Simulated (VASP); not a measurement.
These are LDA (Ceperley-Alder, Perdew-Zunger), VASP's LDA PAW potentials (set 64) (plane waves; VASP 6.6.1) values and carry that method's errors.

Gaps are without spin-orbit coupling.

Q: Order these relaxed crystals by band gap, smallest first: MoSeS, P-3m1 (164); AgI, P6_3mc (186); SrCl2, Fm-3m (225); CdF2, Fm-3m (225).

A: MoSeS, P-3m1 (164) (0.53 eV), AgI, P6_3mc (186) (1.13 eV), CdF2, Fm-3m (225) (2.94 eV), SrCl2, Fm-3m (225) (5.10 eV)
